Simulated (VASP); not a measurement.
**AlIr (Pm-3m): a series in biaxial strain in the (111) plane**

Wanted: the elastic response of AlIr to biaxial strain in the (111) plane, with a fit that predicts a row left out.

Main program and level: VASP 6.6.1; PBEsol; plane waves and PAW (Ir, Al); cell typed or built by script, in the first sound run; inputs show where later runs differ.

## Step 1: The structure

It takes space group Pm-3m (No. 221, cubic). Conventional cell: a = 2.980 Å, b = 2.980 Å, c = 2.980 Å, α = 90.00°, β = 90.00°, γ = 90.00°. Ir has 8 Al at 2.58 Å nearest. Nearest to Al lie 8 Ir at 2.58 Å. Farther neighbours are not listed.

## Step 2: Relax the crystal, PBEsol

The series starts from the cell that this level prefers, so that zero strain is near zero stress.

This step took 2 runs in a row; the last is shown.

Level: PBEsol; plane waves and PAW (Ir, Al); cell typed or built by script.

INCAR reads:

```
SYSTEM = AlIr
PREC = Accurate
ENCUT = 450
EDIFF = 1E-07
NELM = 120
ISMEAR = 1
SIGMA = 0.15
LREAL = .FALSE.
ALGO = Normal
GGA = PS
NBANDS = 12
LASPH = .TRUE.
LORBIT = 11
LWAVE = .FALSE.
LCHARG = .FALSE.
KPAR = 8
IBRION = 2
NSW = 40
ISIF = 3
EDIFFG = -0.005
POTIM = 0.4
```

POSCAR reads:

```
AlIr
1.0
    2.9906660259      0.0000000000      0.0000000000
    0.0000000000      2.9906660259      0.0000000000
    0.0000000000      0.0000000000      2.9906660259
Ir Al
1 1
Direct
    0.0000000000      0.0000000000      0.0000000000
    0.5000000000      0.5000000000      0.5000000000
```

KPOINTS reads:

```
Automatic mesh
0
Gamma
17 17 17
0 0 0
```

The projector-augmented-wave data sets are Ir and Al (PBE family, release 64).

Command:

```console
mpirun -np 8 vasp_std
```

Output:

```text
[banner, memory and clock lines left out]
running    8 mpi-ranks, on    1 nodes
[...]
|                                                                             |
|           W    W    AA    RRRRR   N    N  II  N    N   GGGG   !!!           |
|           W    W   A  A   R    R  NN   N  II  NN   N  G    G  !!!           |
|           W    W  A    A  R    R  N N  N  II  N N  N  G       !!!           |
|           W WW W  AAAAAA  RRRRR   N  N N  II  N  N N  G  GGG   !            |
|           WW  WW  A    A  R   R   N   NN  II  N   NN  G    G                |
|           W    W  A    A  R    R  N    N  II  N    N   GGGG   !!!           |
|                                                                             |
|     For optimal performance we recommend to set                             |
|       NCORE = 2 up to number-of-cores-per-socket                            |
|     NCORE specifies how many cores store one orbital (NPAR=cpu/NCORE).      |
|     This setting can greatly improve the performance of VASP for DFT.       |
[...]
|     You enforced a specific xc type in the INCAR file but a different       |
|     [... a line on the potential file left out ...]
|     I HOPE YOU KNOW WHAT YOU ARE DOING!                                     |
|                                                                             |

 LDA part: xc-table for (Slater+PW92), standard interpolation
 POSCAR, INCAR and KPOINTS ok, starting setup
[...]
entering main loop
       N       E                     dE             d eps       ncg     rms          rms(c)
DAV:   1     0.522935571417E+02    0.52294E+02   -0.49470E+03  4056   0.805E+02
DAV:   2    -0.145386057604E+02   -0.66832E+02   -0.59532E+02  4036   0.196E+02
DAV:   3    -0.165499362047E+02   -0.20113E+01   -0.19910E+01  5076   0.379E+01
DAV:   4    -0.165758599917E+02   -0.25924E-01   -0.25917E-01  4396   0.424E+00
[...]
DAV:  11    -0.157971955524E+02    0.63585E-06   -0.22371E-06  4832   0.154E-02    0.244E-03
DAV:  12    -0.157971953032E+02    0.24920E-06   -0.73959E-08  2768   0.196E-03    0.499E-04
DAV:  13    -0.157971952888E+02    0.14420E-07   -0.72895E-09  2464   0.906E-04
   1 F= -.15797195E+02 E0= -.15797887E+02  d E =-.157972E+02
[...]
reached required accuracy - stopping structural energy minimisation
```

Run time: 3.8 s. Hardware: 8 MPI ranks of Intel Xeon 6975P-C (Granite Rapids), shared host; peak memory 1.4 GiB.

Lines that name or quote the potential files are left out of all logs, and their timing lines are given in words.

From OUTCAR (step 2):

```text
  Total       -0.0002974     -0.0002974     -0.0002974      0.0000000      0.0000000     -0.0000000
  in kB       -0.0178142     -0.0178142     -0.0178142      0.0000000      0.0000000     -0.0000000
  external PRESSURE =      -0.0178142 kB  Pullay stress =       0.0000000 kB

 POSITION                                       TOTAL-FORCE (eV/Angst)
 -----------------------------------------------------------------------------------
      0.00000      0.00000      0.00000         0.000000      0.000000      0.000000
      1.49533      1.49533      1.49533         0.000000      0.000000      0.000000
 -----------------------------------------------------------------------------------
    total drift:                               -0.000000      0.000000      0.000000

  FREE ENERGIE OF THE ION-ELECTRON SYSTEM (eV)
  ---------------------------------------------------
  free  energy   TOTEN  =       -15.7971952888 eV

  energy  without entropy=      -15.7992712691  energy(sigma->0) =      -15.79788728

 reached required accuracy - stopping structural energy minimisation

[... 3 further parts left out ...]
[key lines of the parts left out:]
E-fermi :  10.8580
```

Numbers from this step:

```
energy(sigma→0) of the program : -15.7979 eV
stress, compression positive   : 0.00 along [111], 0.00 across it (mean), GPa
volume                         : 26.749 Å³
ionic steps                    : 1
```

## Step 3: Strain along the normal, PBEsol

One member in full: the plane is strained by 2 %, and the strain along the normal is moved by secant steps until the normal stress is under 0.012 GPa or five steps are spent; the atoms relax at each step.

This step took 4 runs, each at a new trial strain with the atoms of the one before; the last is shown.

Level: PBEsol; plane waves and PAW (Ir, Al); cell typed or built by script.

INCAR: that of step 2 with these lines changed.

```diff
@@ -15,7 +15,7 @@
 LCHARG = .FALSE.
-KPAR = 8
-IBRION = 2
-NSW = 40
-ISIF = 3
-EDIFFG = -0.005
-POTIM = 0.4
+KPAR = 2
+IBRION = 1
+NSW = 25
+ISIF = 2
+EDIFFG = -0.004
+POTIM = 0.3
```

POSCAR reads:

```
AlIr
1.0
    3.0176396960     -0.0328396510     -0.0328396510
   -0.0328396510      3.0176396960     -0.0328396510
   -0.0328396510     -0.0328396510      3.0176396960
Ir Al
1 1
Direct
    0.0000000000      0.0000000000      0.0000000000
    0.5000000000      0.5000000000      0.5000000000
```

KPOINTS is that of step 2.

Command:

```console
mpirun -np 2 vasp_std
```

Output:

```text
[banner, memory and clock lines left out]
running    2 mpi-ranks, on    1 nodes
[...]
[... a notice as in an earlier step ...]

 LDA part: xc-table for (Slater+PW92), standard interpolation
 POSCAR, INCAR and KPOINTS ok, starting setup
[...]
entering main loop
       N       E                     dE             d eps       ncg     rms          rms(c)
DAV:   1     0.504927206579E+02    0.50493E+02   -0.49499E+03 12148   0.804E+02
DAV:   2    -0.144882896698E+02   -0.64981E+02   -0.57252E+02 12008   0.193E+02
DAV:   3    -0.165082330964E+02   -0.20199E+01   -0.20022E+01 14884   0.376E+01
DAV:   4    -0.165340646054E+02   -0.25832E-01   -0.25824E-01 13004   0.426E+00
[...]
DAV:  11    -0.157667621359E+02    0.42359E-06   -0.24857E-06 14644   0.156E-02    0.260E-03
DAV:  12    -0.157667618596E+02    0.27624E-06   -0.91209E-08  8244   0.220E-03    0.352E-04
DAV:  13    -0.157667618465E+02    0.13096E-07   -0.73684E-09  7272   0.963E-04
   1 F= -.15766762E+02 E0= -.15767432E+02  d E =-.157668E+02
 BRION: g(F)=  0.226E-60 g(S)=  0.000E+00
 reached required accuracy - stopping structural energy minimisation
```

Wall time 17 s (2 MPI ranks); peak memory 0.49 GiB; 33 s of CPU time.

Parts of OUTCAR (step 3):

```text
  Total       -1.0202468     -1.0202468     -1.0202468      0.5101115      0.5101115      0.5101115
  in kB      -59.5071482    -59.5071482    -59.5071482     29.7528761     29.7528761     29.7528761
  external PRESSURE =     -59.5071482 kB  Pullay stress =       0.0000000 kB

 POSITION                                       TOTAL-FORCE (eV/Angst)
 -----------------------------------------------------------------------------------
      0.00000      0.00000      0.00000        -0.000000      0.000000      0.000000
      1.47598      1.47598      1.47598         0.000000     -0.000000      0.000000
 -----------------------------------------------------------------------------------
    total drift:                                0.000000      0.000000      0.000000

  FREE ENERGIE OF THE ION-ELECTRON SYSTEM (eV)
  ---------------------------------------------------
  free  energy   TOTEN  =       -15.7667618465 eV

  energy  without entropy=      -15.7687726187  energy(sigma->0) =      -15.76743210

[... 1 part as in an earlier step ...]

[... 3 further parts left out ...]
[key lines of the parts left out:]
E-fermi :  10.4328
```

Read from the output:

```
energy(sigma→0) of the program : -15.7674 eV
stress, compression positive   : 0.00 along [111], -8.93 across it (mean), GPa
ionic steps                    : 1
```

## Step 4: The whole series

The other members went through these steps as far as the tables show, with the same cutoff and, step by step, the same mesh; 28 runs are not shown. The session took 0.33 core hours (wall time by ranks) on a shared machine.

| in-plane strain (%) | strain along the normal (%) | in-plane stress, tension positive (GPa) | energy above the unstrained row, extrapolated to no smearing (meV/atom) |
| --- | --- | --- | --- |
| -2.000 | 1.615 | -10.114 | 16.764 |
| -1.500 | 1.178 | -7.472 | 9.401 |
| -1.000 | 0.765 | ? | ? |
| -0.500 | 0.371 | -2.420 | 1.063 |
| 0 | 0.000 | 0.002 | 0.000 |
| 0.500 | -0.350 | 2.356 | 0.947 |
| 1.000 | -0.680 | 4.634 | 3.846 |
| 1.500 | -0.993 | 6.827 | 8.630 |
| 2.000 | -1.294 | 8.926 | 15.228 |

## Step 5: Stress from the known rows

A least-squares parabola through the 8 rows shown, with e the strain in %: stress = − 0.1496 e² + 4.764 e + 0.008541 (GPa), r.m.s. residual 0.0079 GPa.

At e = -1 this predicts -4.905 GPa.

## Step 6: Prediction against calculation

The calculation gives -4.907 GPa, so the prediction is 0.002 GPa too high.

Slopes at zero strain, from cubics through all rows: strain ratio -0.720, stress over strain 477 GPa.

## Step 7: Summary of results

- error of the predicted stress: 0.002 GPa
- ratio of normal to in-plane strain: -0.720
- biaxial modulus: 477 GPa

In words: As a check, the curvature of the energy gives 481 GPa for the same modulus (energy per volume = M × strain²), 1 % from the slope of the stress. These are static values: temperature and zero-point motion are left out. In a metal the slopes also depend on mesh and smearing, which were held through the series.

[Lines on the potential files, build, host, timing and source positions are cut from VASP's logs without a mark.]

[Logs are printed without paths, hosts, clocks, repeated set-up lines and the standing remarks that a program may print on its own settings, such as how far it seeks lower states.]

[Hosts, paths, dates, database ids (printed as entryN), source tags and the programs' standing remarks are cut or masked in the printed files.]

[In band tables of VASP the shares of atoms and orbitals are scaled to a sum of 1 inside the atoms' spheres.]
